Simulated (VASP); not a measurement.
Consider the following.

```
AgBr
1.0
    0.00000     2.85978     2.85978
    2.85978     0.00000     2.85978
    2.85978     2.85978     0.00000
Ag Br
1 1
Cartesian
  0.00000   0.00000   0.00000
  2.85978   2.85978   2.85978
```

Method: HSEsol screened hybrid, VASP's PBE PAW potentials (set 64) (plane waves; VASP). Settings: 520 eV cut-off, 6×6×6 Γ-centred mesh, Gaussian smearing of 0.050 eV, potentials Ag Br.

**Question.** What does the run give for the energy per atom (σ→0), band gap (on the k-mesh) with the smallest direct gap where there is one?

**Answer.** 
```json
{
 "band gap (on the k-mesh)": "1.85 eV",
 "smallest direct gap (on the k-mesh)": "3.74 eV",
 "energy per atom (σ→0)": "-3.306 eV/atom"
}
```

The compound is AgBr in the rock salt structure. This cell is one point of a volume scan, at 0.94 of the reference volume. The cell's shape comes from a PBE relaxation.
